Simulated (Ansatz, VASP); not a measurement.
# Ge (Germanium): VASP beside Ansatz

Aim: how closely do two programs agree when they are given the same cell, functional and k mesh? The cell is taken from a series of runs on this material, whose earlier steps may have relaxed, scaled, displaced or heated it; both programs get it as it stands.

Calculated with Ansatz 0.2.0; plane waves, with VASP 6.6.1 beside it; zone-centre phonons at LDA.

**1. Set-up**

The structure is cubic, space group Fd-3m (No. 227). Conventional cell: a = 5.603 Å, b = 5.603 Å, c = 5.603 Å, α = 90.00°, β = 90.00°, γ = 90.00°. Nearest to Ge lie 4 Ge at 2.43 Å.

As a file:

```cif
data_structure
_symmetry_space_group_name_H-M 'Fd-3m:1'
_symmetry_Int_Tables_number 227
_cell_length_a 5.6027
_cell_length_b 5.6027
_cell_length_c 5.6027
_cell_angle_alpha 90.000
_cell_angle_beta 90.000
_cell_angle_gamma 90.000
_cell_volume 175.87
loop_
_atom_site_label
_atom_site_type_symbol
_atom_site_symmetry_multiplicity
_atom_site_Wyckoff_symbol
_atom_site_fract_x
_atom_site_fract_y
_atom_site_fract_z
_atom_site_occupancy
Ge1 Ge 8 b 0.00000 0.00000 0.50000 1
```

**2. VASP: zone-centre phonons, LDA**

Second derivatives magnify differences that forces hide, and they need a tight electronic threshold.

Lines of VASP's logs that name or quote its potential files are left out, and so is its time.

INCAR

```
SYSTEM = Ge
PREC = Accurate
ENCUT = 500
EDIFF = 1E-08
NELM = 120
ISMEAR = 0
SIGMA = 0.015
LREAL = .FALSE.
ALGO = Normal
GGA = PW92
NBANDS = 20
LORBIT = 11
LWAVE = .FALSE.
LCHARG = .FALSE.
ISIF = 2
ISYM = 2
IBRION = 8
LASPH = .TRUE.
GGA_COMPAT = .FALSE.
EFERMI = MIDGAP
KPAR = 2
```

POSCAR

```
Ge
1.0
   -0.0004418119      2.8011212363      2.8011212363
    2.8011212363     -0.0004418119      2.8011212363
    2.8011212363      2.8011212363     -0.0004418119
Ge
2
Direct
    0.4999637235      0.4999637235      0.4999637235
    0.7500362765      0.7500362765      0.7500362765
```

KPOINTS

```
Points of the shifted mesh
1728
Reciprocal
 0.0416666667  0.0416666667  0.0416666667 1
 0.0416666667  0.0416666667  0.1250000000 1
 0.0416666667  0.0416666667  0.2083333333 1
 0.0416666667  0.0416666667  0.2916666667 1
 0.0416666667  0.0416666667  0.3750000000 1
 0.0416666667  0.0416666667  0.4583333333 1
 0.0416666667  0.0416666667  0.5416666667 1
 0.0416666667  0.0416666667  0.6250000000 1
 0.0416666667  0.0416666667  0.7083333333 1
 0.0416666667  0.0416666667  0.7916666667 1
 0.0416666667  0.0416666667  0.8750000000 1
 0.0416666667  0.0416666667  0.9583333333 1
 0.0416666667  0.1250000000  0.0416666667 1
 0.0416666667  0.1250000000  0.1250000000 1
 0.0416666667  0.1250000000  0.2083333333 1
 0.0416666667  0.1250000000  0.2916666667 1
 0.0416666667  0.1250000000  0.3750000000 1
 0.0416666667  0.1250000000  0.4583333333 1
 0.0416666667  0.1250000000  0.5416666667 1
 0.0416666667  0.1250000000  0.6250000000 1
 0.0416666667  0.1250000000  0.7083333333 1
 0.0416666667  0.1250000000  0.7916666667 1
 0.0416666667  0.1250000000  0.8750000000 1
 0.0416666667  0.1250000000  0.9583333333 1
 0.0416666667  0.2083333333  0.0416666667 1
 0.0416666667  0.2083333333  0.1250000000 1
 0.0416666667  0.2083333333  0.2083333333 1
 0.0416666667  0.2083333333  0.2916666667 1
 0.0416666667  0.2083333333  0.3750000000 1
 0.0416666667  0.2083333333  0.4583333333 1
 0.0416666667  0.2083333333  0.5416666667 1
 0.0416666667  0.2083333333  0.6250000000 1
 0.0416666667  0.2083333333  0.7083333333 1
 0.0416666667  0.2083333333  0.7916666667 1
 0.0416666667  0.2083333333  0.8750000000 1
 0.0416666667  0.2083333333  0.9583333333 1
 0.0416666667  0.2916666667  0.0416666667 1
 0.0416666667  0.2916666667  0.1250000000 1
 0.0416666667  0.2916666667  0.2083333333 1
 0.0416666667  0.2916666667  0.2916666667 1
 0.0416666667  0.2916666667  0.3750000000 1
 0.0416666667  0.2916666667  0.4583333333 1
 0.0416666667  0.2916666667  0.5416666667 1
 0.0416666667  0.2916666667  0.6250000000 1
 0.0416666667  0.2916666667  0.7083333333 1
 0.0416666667  0.2916666667  0.7916666667 1
 0.0416666667  0.2916666667  0.8750000000 1
 0.0416666667  0.2916666667  0.9583333333 1
 0.0416666667  0.3750000000  0.0416666667 1
 0.0416666667  0.3750000000  0.1250000000 1
 0.0416666667  0.3750000000  0.2083333333 1
 0.0416666667  0.3750000000  0.2916666667 1
 0.0416666667  0.3750000000  0.3750000000 1
 0.0416666667  0.3750000000  0.4583333333 1
 0.0416666667  0.3750000000  0.5416666667 1
 0.0416666667  0.3750000000  0.6250000000 1
 0.0416666667  0.3750000000  0.7083333333 1
 0.0416666667  0.3750000000  0.7916666667 1
 0.0416666667  0.3750000000  0.8750000000 1
 0.0416666667  0.3750000000  0.9583333333 1
 0.0416666667  0.4583333333  0.0416666667 1
 0.0416666667  0.4583333333  0.1250000000 1
 0.0416666667  0.4583333333  0.2083333333 1
 0.0416666667  0.4583333333  0.2916666667 1
 0.0416666667  0.4583333333  0.3750000000 1
 0.0416666667  0.4583333333  0.4583333333 1
 0.0416666667  0.4583333333  0.5416666667 1
 0.0416666667  0.4583333333  0.6250000000 1
 0.0416666667  0.4583333333  0.7083333333 1
 0.0416666667  0.4583333333  0.7916666667 1
 0.0416666667  0.4583333333  0.8750000000 1
 0.0416666667  0.4583333333  0.9583333333 1
 0.0416666667  0.5416666667  0.0416666667 1
 0.0416666667  0.5416666667  0.1250000000 1
 0.0416666667  0.5416666667  0.2083333333 1
 0.0416666667  0.5416666667  0.2916666667 1
 0.0416666667  0.5416666667  0.3750000000 1
 0.0416666667  0.5416666667  0.4583333333 1
 0.0416666667  0.5416666667  0.5416666667 1
 0.0416666667  0.5416666667  0.6250000000 1
 0.0416666667  0.5416666667  0.7083333333 1
 0.0416666667  0.5416666667  0.7916666667 1
 0.0416666667  0.5416666667  0.8750000000 1
 0.0416666667  0.5416666667  0.9583333333 1
 0.0416666667  0.6250000000  0.0416666667 1
 0.0416666667  0.6250000000  0.1250000000 1
 0.0416666667  0.6250000000  0.2083333333 1
 0.0416666667  0.6250000000  0.2916666667 1
 0.0416666667  0.6250000000  0.3750000000 1
 0.0416666667  0.6250000000  0.4583333333 1
 0.0416666667  0.6250000000  0.5416666667 1
 0.0416666667  0.6250000000  0.6250000000 1
 0.0416666667  0.6250000000  0.7083333333 1
 0.0416666667  0.6250000000  0.7916666667 1
 0.0416666667  0.6250000000  0.8750000000 1
 0.0416666667  0.6250000000  0.9583333333 1
 0.0416666667  0.7083333333  0.0416666667 1
 0.0416666667  0.7083333333  0.1250000000 1
 0.0416666667  0.7083333333  0.2083333333 1
 0.0416666667  0.7083333333  0.2916666667 1
 0.0416666667  0.7083333333  0.3750000000 1
 0.0416666667  0.7083333333  0.4583333333 1
 0.0416666667  0.7083333333  0.5416666667 1
 0.0416666667  0.7083333333  0.6250000000 1
 0.0416666667  0.7083333333  0.7083333333 1
 0.0416666667  0.7083333333  0.7916666667 1
 0.0416666667  0.7083333333  0.8750000000 1
 0.0416666667  0.7083333333  0.9583333333 1
 0.0416666667  0.7916666667  0.0416666667 1
 0.0416666667  0.7916666667  0.1250000000 1
 0.0416666667  0.7916666667  0.2083333333 1
 0.0416666667  0.7916666667  0.2916666667 1
[... 1390 lines left out ...]
 0.8750000000  0.4583333333  0.1250000000 1
 0.8750000000  0.4583333333  0.2083333333 1
 0.8750000000  0.4583333333  0.2916666667 1
 0.8750000000  0.4583333333  0.3750000000 1
 0.8750000000  0.4583333333  0.4583333333 1
 0.8750000000  0.4583333333  0.5416666667 1
 0.8750000000  0.4583333333  0.6250000000 1
 0.8750000000  0.4583333333  0.7083333333 1
 0.8750000000  0.4583333333  0.7916666667 1
 0.8750000000  0.4583333333  0.8750000000 1
 0.8750000000  0.4583333333  0.9583333333 1
 0.8750000000  0.5416666667  0.0416666667 1
 0.8750000000  0.5416666667  0.1250000000 1
 0.8750000000  0.5416666667  0.2083333333 1
 0.8750000000  0.5416666667  0.2916666667 1
 0.8750000000  0.5416666667  0.3750000000 1
 0.8750000000  0.5416666667  0.4583333333 1
 0.8750000000  0.5416666667  0.5416666667 1
 0.8750000000  0.5416666667  0.6250000000 1
 0.8750000000  0.5416666667  0.7083333333 1
 0.8750000000  0.5416666667  0.7916666667 1
 0.8750000000  0.5416666667  0.8750000000 1
 0.8750000000  0.5416666667  0.9583333333 1
 0.8750000000  0.6250000000  0.0416666667 1
 0.8750000000  0.6250000000  0.1250000000 1
 0.8750000000  0.6250000000  0.2083333333 1
 0.8750000000  0.6250000000  0.2916666667 1
 0.8750000000  0.6250000000  0.3750000000 1
 0.8750000000  0.6250000000  0.4583333333 1
 0.8750000000  0.6250000000  0.5416666667 1
 0.8750000000  0.6250000000  0.6250000000 1
 0.8750000000  0.6250000000  0.7083333333 1
 0.8750000000  0.6250000000  0.7916666667 1
 0.8750000000  0.6250000000  0.8750000000 1
 0.8750000000  0.6250000000  0.9583333333 1
 0.8750000000  0.7083333333  0.0416666667 1
 0.8750000000  0.7083333333  0.1250000000 1
 0.8750000000  0.7083333333  0.2083333333 1
 0.8750000000  0.7083333333  0.2916666667 1
 0.8750000000  0.7083333333  0.3750000000 1
 0.8750000000  0.7083333333  0.4583333333 1
 0.8750000000  0.7083333333  0.5416666667 1
 0.8750000000  0.7083333333  0.6250000000 1
 0.8750000000  0.7083333333  0.7083333333 1
 0.8750000000  0.7083333333  0.7916666667 1
 0.8750000000  0.7083333333  0.8750000000 1
 0.8750000000  0.7083333333  0.9583333333 1
 0.8750000000  0.7916666667  0.0416666667 1
 0.8750000000  0.7916666667  0.1250000000 1
 0.8750000000  0.7916666667  0.2083333333 1
 0.8750000000  0.7916666667  0.2916666667 1
 0.8750000000  0.7916666667  0.3750000000 1
 0.8750000000  0.7916666667  0.4583333333 1
 0.8750000000  0.7916666667  0.5416666667 1
 0.8750000000  0.7916666667  0.6250000000 1
 0.8750000000  0.7916666667  0.7083333333 1
 0.8750000000  0.7916666667  0.7916666667 1
 0.8750000000  0.7916666667  0.8750000000 1
 0.8750000000  0.7916666667  0.9583333333 1
 0.8750000000  0.8750000000  0.0416666667 1
 0.8750000000  0.8750000000  0.1250000000 1
 0.8750000000  0.8750000000  0.2083333333 1
 0.8750000000  0.8750000000  0.2916666667 1
 0.8750000000  0.8750000000  0.3750000000 1
 0.8750000000  0.8750000000  0.4583333333 1
 0.8750000000  0.8750000000  0.5416666667 1
 0.8750000000  0.8750000000  0.6250000000 1
 0.8750000000  0.8750000000  0.7083333333 1
 0.8750000000  0.8750000000  0.7916666667 1
 0.8750000000  0.8750000000  0.8750000000 1
 0.8750000000  0.8750000000  0.9583333333 1
 0.8750000000  0.9583333333  0.0416666667 1
 0.8750000000  0.9583333333  0.1250000000 1
 0.8750000000  0.9583333333  0.2083333333 1
 0.8750000000  0.9583333333  0.2916666667 1
 0.8750000000  0.9583333333  0.3750000000 1
 0.8750000000  0.9583333333  0.4583333333 1
 0.8750000000  0.9583333333  0.5416666667 1
 0.8750000000  0.9583333333  0.6250000000 1
 0.8750000000  0.9583333333  0.7083333333 1
 0.8750000000  0.9583333333  0.7916666667 1
 0.8750000000  0.9583333333  0.8750000000 1
 0.8750000000  0.9583333333  0.9583333333 1
 0.9583333333  0.0416666667  0.0416666667 1
 0.9583333333  0.0416666667  0.1250000000 1
 0.9583333333  0.0416666667  0.2083333333 1
 0.9583333333  0.0416666667  0.2916666667 1
 0.9583333333  0.0416666667  0.3750000000 1
 0.9583333333  0.0416666667  0.4583333333 1
 0.9583333333  0.0416666667  0.5416666667 1
 0.9583333333  0.0416666667  0.6250000000 1
 0.9583333333  0.0416666667  0.7083333333 1
 0.9583333333  0.0416666667  0.7916666667 1
 0.9583333333  0.0416666667  0.8750000000 1
 0.9583333333  0.0416666667  0.9583333333 1
 0.9583333333  0.1250000000  0.0416666667 1
 0.9583333333  0.1250000000  0.1250000000 1
 0.9583333333  0.1250000000  0.2083333333 1
 0.9583333333  0.1250000000  0.2916666667 1
 0.9583333333  0.1250000000  0.3750000000 1
 0.9583333333  0.1250000000  0.4583333333 1
 0.9583333333  0.1250000000  0.5416666667 1
 0.9583333333  0.1250000000  0.6250000000 1
 0.9583333333  0.1250000000  0.7083333333 1
 0.9583333333  0.1250000000  0.7916666667 1
 0.9583333333  0.1250000000  0.8750000000 1
 0.9583333333  0.1250000000  0.9583333333 1
 0.9583333333  0.2083333333  0.0416666667 1
 0.9583333333  0.2083333333  0.1250000000 1
 0.9583333333  0.2083333333  0.2083333333 1
 0.9583333333  0.2083333333  0.2916666667 1
 0.9583333333  0.2083333333  0.3750000000 1
 0.9583333333  0.2083333333  0.4583333333 1
 0.9583333333  0.2083333333  0.5416666667 1
 0.9583333333  0.2083333333  0.6250000000 1
 0.9583333333  0.2083333333  0.7083333333 1
 0.9583333333  0.2083333333  0.7916666667 1
 0.9583333333  0.2083333333  0.8750000000 1
 0.9583333333  0.2083333333  0.9583333333 1
 0.9583333333  0.2916666667  0.0416666667 1
 0.9583333333  0.2916666667  0.1250000000 1
 0.9583333333  0.2916666667  0.2083333333 1
 0.9583333333  0.2916666667  0.2916666667 1
 0.9583333333  0.2916666667  0.3750000000 1
 0.9583333333  0.2916666667  0.4583333333 1
 0.9583333333  0.2916666667  0.5416666667 1
 0.9583333333  0.2916666667  0.6250000000 1
 0.9583333333  0.2916666667  0.7083333333 1
 0.9583333333  0.2916666667  0.7916666667 1
 0.9583333333  0.2916666667  0.8750000000 1
 0.9583333333  0.2916666667  0.9583333333 1
 0.9583333333  0.3750000000  0.0416666667 1
 0.9583333333  0.3750000000  0.1250000000 1
 0.9583333333  0.3750000000  0.2083333333 1
 0.9583333333  0.3750000000  0.2916666667 1
 0.9583333333  0.3750000000  0.3750000000 1
 0.9583333333  0.3750000000  0.4583333333 1
 0.9583333333  0.3750000000  0.5416666667 1
 0.9583333333  0.3750000000  0.6250000000 1
 0.9583333333  0.3750000000  0.7083333333 1
 0.9583333333  0.3750000000  0.7916666667 1
 0.9583333333  0.3750000000  0.8750000000 1
 0.9583333333  0.3750000000  0.9583333333 1
 0.9583333333  0.4583333333  0.0416666667 1
 0.9583333333  0.4583333333  0.1250000000 1
 0.9583333333  0.4583333333  0.2083333333 1
 0.9583333333  0.4583333333  0.2916666667 1
 0.9583333333  0.4583333333  0.3750000000 1
 0.9583333333  0.4583333333  0.4583333333 1
 0.9583333333  0.4583333333  0.5416666667 1
 0.9583333333  0.4583333333  0.6250000000 1
 0.9583333333  0.4583333333  0.7083333333 1
 0.9583333333  0.4583333333  0.7916666667 1
 0.9583333333  0.4583333333  0.8750000000 1
 0.9583333333  0.4583333333  0.9583333333 1
 0.9583333333  0.5416666667  0.0416666667 1
 0.9583333333  0.5416666667  0.1250000000 1
 0.9583333333  0.5416666667  0.2083333333 1
 0.9583333333  0.5416666667  0.2916666667 1
 0.9583333333  0.5416666667  0.3750000000 1
 0.9583333333  0.5416666667  0.4583333333 1
 0.9583333333  0.5416666667  0.5416666667 1
 0.9583333333  0.5416666667  0.6250000000 1
 0.9583333333  0.5416666667  0.7083333333 1
 0.9583333333  0.5416666667  0.7916666667 1
 0.9583333333  0.5416666667  0.8750000000 1
 0.9583333333  0.5416666667  0.9583333333 1
 0.9583333333  0.6250000000  0.0416666667 1
 0.9583333333  0.6250000000  0.1250000000 1
 0.9583333333  0.6250000000  0.2083333333 1
 0.9583333333  0.6250000000  0.2916666667 1
 0.9583333333  0.6250000000  0.3750000000 1
 0.9583333333  0.6250000000  0.4583333333 1
 0.9583333333  0.6250000000  0.5416666667 1
 0.9583333333  0.6250000000  0.6250000000 1
 0.9583333333  0.6250000000  0.7083333333 1
 0.9583333333  0.6250000000  0.7916666667 1
 0.9583333333  0.6250000000  0.8750000000 1
 0.9583333333  0.6250000000  0.9583333333 1
 0.9583333333  0.7083333333  0.0416666667 1
 0.9583333333  0.7083333333  0.1250000000 1
 0.9583333333  0.7083333333  0.2083333333 1
 0.9583333333  0.7083333333  0.2916666667 1
 0.9583333333  0.7083333333  0.3750000000 1
 0.9583333333  0.7083333333  0.4583333333 1
 0.9583333333  0.7083333333  0.5416666667 1
 0.9583333333  0.7083333333  0.6250000000 1
 0.9583333333  0.7083333333  0.7083333333 1
 0.9583333333  0.7083333333  0.7916666667 1
 0.9583333333  0.7083333333  0.8750000000 1
 0.9583333333  0.7083333333  0.9583333333 1
 0.9583333333  0.7916666667  0.0416666667 1
 0.9583333333  0.7916666667  0.1250000000 1
 0.9583333333  0.7916666667  0.2083333333 1
 0.9583333333  0.7916666667  0.2916666667 1
 0.9583333333  0.7916666667  0.3750000000 1
 0.9583333333  0.7916666667  0.4583333333 1
 0.9583333333  0.7916666667  0.5416666667 1
 0.9583333333  0.7916666667  0.6250000000 1
 0.9583333333  0.7916666667  0.7083333333 1
 0.9583333333  0.7916666667  0.7916666667 1
 0.9583333333  0.7916666667  0.8750000000 1
 0.9583333333  0.7916666667  0.9583333333 1
 0.9583333333  0.8750000000  0.0416666667 1
 0.9583333333  0.8750000000  0.1250000000 1
 0.9583333333  0.8750000000  0.2083333333 1
 0.9583333333  0.8750000000  0.2916666667 1
 0.9583333333  0.8750000000  0.3750000000 1
 0.9583333333  0.8750000000  0.4583333333 1
 0.9583333333  0.8750000000  0.5416666667 1
 0.9583333333  0.8750000000  0.6250000000 1
 0.9583333333  0.8750000000  0.7083333333 1
 0.9583333333  0.8750000000  0.7916666667 1
 0.9583333333  0.8750000000  0.8750000000 1
 0.9583333333  0.8750000000  0.9583333333 1
 0.9583333333  0.9583333333  0.0416666667 1
 0.9583333333  0.9583333333  0.1250000000 1
 0.9583333333  0.9583333333  0.2083333333 1
 0.9583333333  0.9583333333  0.2916666667 1
 0.9583333333  0.9583333333  0.3750000000 1
 0.9583333333  0.9583333333  0.4583333333 1
 0.9583333333  0.9583333333  0.5416666667 1
 0.9583333333  0.9583333333  0.6250000000 1
 0.9583333333  0.9583333333  0.7083333333 1
 0.9583333333  0.9583333333  0.7916666667 1
 0.9583333333  0.9583333333  0.8750000000 1
 0.9583333333  0.9583333333  0.9583333333 1
```

The projector-augmented-wave data sets are Ge_d (LDA family, release 64).

Command:

```console
$ mpirun -np 2 vasp_std
```

Numbers of over 12 decimals in the logs are rounded to 6 here.

What it wrote:

```text
[banner, memory and clock lines left out]
running    2 mpi-ranks, on    1 nodes
 distrk:  each k-point on    1 cores,    2 groups
 distr:  one band on    1 cores,    1 groups

 POSCAR found type information on POSCAR Ge
 POSCAR found :  1 types and       2 ions
|                                                                             |
|               ----> ADVICE to this user running VASP <----                  |
|                                                                             |
|     You enforced a specific xc type in the INCAR file but a different       |
|     [... a line on the potential file left out ...]
|     I HOPE YOU KNOW WHAT YOU ARE DOING!                                     |
|                                                                             |

 LDA part: xc-table for (Slater(with rela. corr.)+PW92), standard interpolation
 POSCAR, INCAR and KPOINTS ok, starting setup
 FFT: planning ... GRIDC
 FFT: planning ... GRID_SOFT
 FFT: planning ... GRID
 WAVECAR not read
 entering main loop
       N       E                     dE             d eps       ncg     rms          rms(c)
DAV:   1     0.182616563979E+03    0.18262E+03   -0.14682E+04 74620   0.372E+03
DAV:   2     0.147262778781E+02   -0.16789E+03   -0.16338E+03 69224   0.584E+02
DAV:   3    -0.979052808445E+01   -0.24517E+02   -0.24340E+02 77788   0.143E+02
DAV:   4    -0.105602085609E+02   -0.76968E+00   -0.76915E+00 77896   0.298E+01
DAV:   5    -0.105726402816E+02   -0.12432E-01   -0.12431E-01 77256   0.411E+00    0.341E+00
DAV:   6    -0.104470912759E+02    0.12555E+00   -0.40732E-02 76492   0.166E+00    0.195E+00
DAV:   7    -0.103843813805E+02    0.62710E-01   -0.81335E-02 72588   0.210E+00    0.142E-01
DAV:   8    -0.103850884313E+02   -0.70705E-03   -0.56839E-03 78324   0.839E-01    0.445E-02
DAV:   9    -0.103851219666E+02   -0.33535E-04   -0.87863E-05 80612   0.979E-02    0.132E-02
DAV:  10    -0.103851184938E+02    0.34728E-05   -0.93628E-06 93484   0.461E-02    0.424E-03
DAV:  11    -0.103851183339E+02    0.15984E-06   -0.10513E-06 74280   0.798E-03    0.180E-03
DAV:  12    -0.103851183366E+02   -0.27158E-08   -0.74355E-08 94000   0.423E-03
   1 F= -.10385118E+02 E0= -.10385118E+02  d E =-.576074E-27
 Linear response reoptimize wavefunctions to high precision
DAV:   1    -0.103851183363E+02    0.29922E-09   -0.39817E-09 63532   0.563E-04
DAV:   2    -0.103851183364E+02   -0.28194E-10   -0.19658E-10 44704   0.161E-04
 Linear response DOF=           1
 Linear response progress:
  Degree of freedom:   1/  1
       N       E                     dE             d eps       ncg     rms          rms(c)
RMM:   1    -0.188029533435E+00   -0.18803E+00    0.86285E+00 84097   0.451E+01
RMM:   2    -0.195563443293E+00   -0.75339E-02   -0.13898E-02111905   0.113E+00    0.765E-02
RMM:   3    -0.195624996535E+00   -0.61553E-04   -0.96428E-04118997   0.321E-01    0.440E-02
RMM:   4    -0.195574478744E+00    0.50518E-04   -0.66850E-05126885   0.834E-02    0.489E-03
RMM:   5    -0.195581271618E+00   -0.67929E-05   -0.40345E-06122049   0.191E-02    0.245E-03
RMM:   6    -0.195592252925E+00   -0.10981E-04   -0.15444E-07124013   0.528E-03    0.320E-04
RMM:   7    -0.195591549049E+00    0.70388E-06   -0.14329E-08127368   0.173E-03    0.204E-04
RMM:   8    -0.195591133661E+00    0.41539E-06   -0.89084E-10128691   0.609E-04    0.412E-05
RMM:   9    -0.195590971201E+00    0.16246E-06   -0.72199E-09128772   0.285E-04    0.169E-05
RMM:  10    -0.195591071148E+00   -0.99947E-07   -0.20242E-08129344   0.145E-04    0.547E-06
RMM:  11    -0.195591081755E+00   -0.10607E-07   -0.15209E-08129656   0.919E-05    0.283E-06
RMM:  12    -0.195591101509E+00   -0.19754E-07   -0.18676E-08133001   0.681E-05    0.164E-06
RMM:  13    -0.195591117995E+00   -0.16487E-07   -0.82540E-09130841   0.576E-05    0.193E-07
RMM:  14    -0.195591116268E+00    0.17275E-08   -0.33546E-09109388   0.520E-05    0.220E-07
 first order change of Fermi-energy   0.22897E+01
 force on displaced ion       1 direction 1 : -11.944  -0.000  -0.000
 Linear response finished
```

[end of part 1 of 2]

[Lines on the potential files, build, host, timing and source positions are cut from VASP's logs without a mark.]

[Logs are printed without paths, hosts, clocks, repeated set-up lines and the standing remarks that a program may print on its own settings, such as how far it seeks lower states.]

[Hosts, paths, dates, database ids (printed as entryN), source tags and the programs' standing remarks are cut or masked in the printed files.]
